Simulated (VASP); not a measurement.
OSZICAR of a VASP run on CeO$_{2}$ (fluorite):

File OSZICAR:
```
       N       E                     dE             d eps       ncg     rms          rms(c)
DAV:   1     0.169838159311E+03    0.16984E+03   -0.95735E+03 10512   0.664E+02
DAV:   2    -0.156996191953E+02   -0.18554E+03   -0.15660E+03  8192   0.170E+02
DAV:   3    -0.314042473115E+02   -0.15705E+02   -0.15139E+02  9448   0.515E+01
DAV:   4    -0.318237416980E+02   -0.41949E+00   -0.41663E+00 11744   0.675E+00
DAV:   5    -0.318370975336E+02   -0.13356E-01   -0.13344E-01 11600   0.879E-01    0.292E+01
DAV:   6    -0.302864160159E+02    0.15507E+01   -0.28323E+01 10560   0.198E+01    0.299E+01
DAV:   7    -0.288085991705E+02    0.14778E+01   -0.33888E+01 10064   0.412E+01    0.209E+01
DAV:   8    -0.274864246139E+02    0.13222E+01   -0.41419E-01 10344   0.414E+00    0.126E+01
DAV:   9    -0.262643942485E+02    0.12220E+01   -0.76634E-01 10776   0.648E+00    0.172E+00
DAV:  10    -0.262544240323E+02    0.99702E-02   -0.82474E-02 10184   0.106E+00    0.122E+00
DAV:  11    -0.262785995262E+02   -0.24175E-01   -0.21435E-01 12008   0.316E+00    0.359E+00
DAV:  12    -0.262321349408E+02    0.46465E-01   -0.48012E-02 10272   0.165E+00    0.382E-01
DAV:  13    -0.262341051234E+02   -0.19702E-02   -0.25348E-03  9896   0.250E-01    0.873E-01
DAV:  14    -0.262301025942E+02    0.40025E-02   -0.36541E-03 10424   0.464E-01    0.130E-01
DAV:  15    -0.262301573799E+02   -0.54786E-04   -0.14173E-04 10120   0.460E-02    0.163E-01
DAV:  16    -0.262299463890E+02    0.21099E-03   -0.15242E-04 11592   0.912E-02    0.500E-02
DAV:  17    -0.262299201355E+02    0.26253E-04   -0.36289E-05 13176   0.418E-02    0.141E-02
DAV:  18    -0.262299217610E+02   -0.16255E-05   -0.57758E-06 10816   0.129E-02    0.949E-03
DAV:  19    -0.262299208081E+02    0.95287E-06   -0.17560E-06  9856   0.952E-03    0.348E-03
DAV:  20    -0.262299208997E+02   -0.91537E-07   -0.20061E-07 10088   0.298E-03
   1 F= -.26229921E+02 E0= -.26229921E+02  d E =-.263960E-32
 imaginary and real dielectric function
```

Task: Which electronic solver shows in the log?

Result: It is blocked Davidson (ALGO = Normal, or the opening steps of other solvers). The INCAR had ALGO = Normal.

Task: How was spin treated?

Result: Without spin polarisation: there is no mag entry.

Task: Can the final energy be trusted as converged?

Result: Self-consistency was reached. It stopped with EDIFF = 1E-7, NELM = 100 (PBE GGA, plane waves, VASP's PBE PAW potentials (set 64)). The dielectric response may not be converged in the k-mesh; for small gaps it tends to come out too large.

The compound is CeO2 in the fluorite structure. It was relaxed first. The run is not spin-polarised, so no magnetic state was tried.
